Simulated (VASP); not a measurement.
VASP runs on SiO2 (space group P3_221) share one base input (PBE GGA, plane waves, VASP's PBE PAW potentials (set 64)) and change the settings named in each case.

### INCAR
```
! general
SYSTEM = SiO2
PREC   = Accurate
ENCUT  = 400
LREAL  = .FALSE.   ! projection in real space or not
LASPH  = .TRUE.

! electronic loop
EDIFF  = 1E-6
NELM   = 100
ALGO   = Normal   ! blocked Davidson

! smearing
ISMEAR = 0   ! Gaussian
SIGMA  = 0.01

! functional
GGA    = PE

! ions
ISIF   = 2

! output
LWAVE  = .FALSE.
LCHARG = .FALSE.
```

KPOINTS:
```
Automatic mesh
0
Gamma
8 8 6
0 0 0
```

**POSCAR**
```
SiO2
1
    4.8541200000     0.0000000000     0.0000000000
   -2.4270600000     4.2037910000     0.0000000000
    0.0000000000     0.0000000000     5.3626480000
Si O
3 6
Direct
  0.0000000000   0.4688000000   0.3333330000
  0.5312000000   0.5312000000   0.0000000000
  0.4688000000   0.0000000000   0.6666670000
  0.1445400000   0.7314400000   0.5478200000
  0.2685600000   0.4131000000   0.2144870000
  0.5869000000   0.8554600000   0.8811530000
  0.7314400000   0.1445400000   0.4521800000
  0.4131000000   0.2685600000   0.7855130000
  0.8554600000   0.5869000000   0.1188470000
```

POTCAR, in this order: Si O (PBE.64 set). Program: vasp_std.

| change | E(σ→0) (eV/atom) | pressure (GPa) | largest force (eV/Å) |
|---|---|---|---|
| base run | -7.8815 | 9.10 | 0.740 |
| NBANDS = 88 | -7.8815 | 9.10 | 0.740 |
| ENCUT = 700 | -7.8723 | 13.89 | 0.729 |
| GGA = PS | -8.2124 | 6.40 | 0.665 |
| KPOINTS 15×15×12 Γ-centred mesh | -7.8814 | 9.09 | 0.740 |
| ISYM = 0 | -7.8815 | 9.10 | 0.740 |
 Energies of different potentials or functionals have different zeros.  The base run's pressure lies -4.79 GPa from that at 700 eV (Pulay error).

Left out are runs that ran out of time, are held back, or changed the cell or the kind of run, fixed moments of cells without a moment, rows past the twelfth, gaps on odd meshes, pressures of charged cells and columns that move by less than the noise.

The structure comes from a computed database's SiO2 entry; how it stands against other phases isn't given here. The cell was not relaxed at this level, forces remain on its atoms, its lattice was scaled by up to 2.5 %.
